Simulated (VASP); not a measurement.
Runs of VASP 6.6.1 on Na. The structure is cubic, space group Im-3m (No. 229). The conventional cell has a = 4.170 Å, b = 4.170 Å, c = 4.170 Å, α = 90.00°, β = 90.00°, γ = 90.00°. Around Na (site symmetry m-3m) lie 8 Na at 3.61 Å. 

| level | k mesh | cutoff (eV) | smearing | gap on the mesh (eV) | pressure (GPa) |
| --- | --- | --- | --- | --- | --- |
| PBEsol | 14 × 14 × 14 | 900 | gaussian 0.1 eV | none | 0.0 |
| PBEsol | 14 × 14 × 14 | 700 | gaussian 0.1 eV | none | 0.0 |
| PBEsol | 22 × 22 × 22 | 520 | gaussian 0.1 eV | none | 0.0 |
| r2SCAN | 14 × 14 × 14 | 520 | gaussian 0.1 eV | none | (a) |
| PBEsol | 14 × 14 × 14 | 520 | gaussian 0.5 eV | none | 0.1 |

Alike in all rows: task single point; potentials or basis VASP PAW PBE potentials, release 64 (Na_pv); no spin polarisation; cell as given.

Task: Fill in the values left out.

Result: (a) 0.4.

Caveats: the PAW data sets were made with another functional, which shifts forces and pressure a little.

A k mesh can miss the band edges.

A gap of «none» marks a metal or a gap under the smearing width.

Not every run made on this cell is shown here.
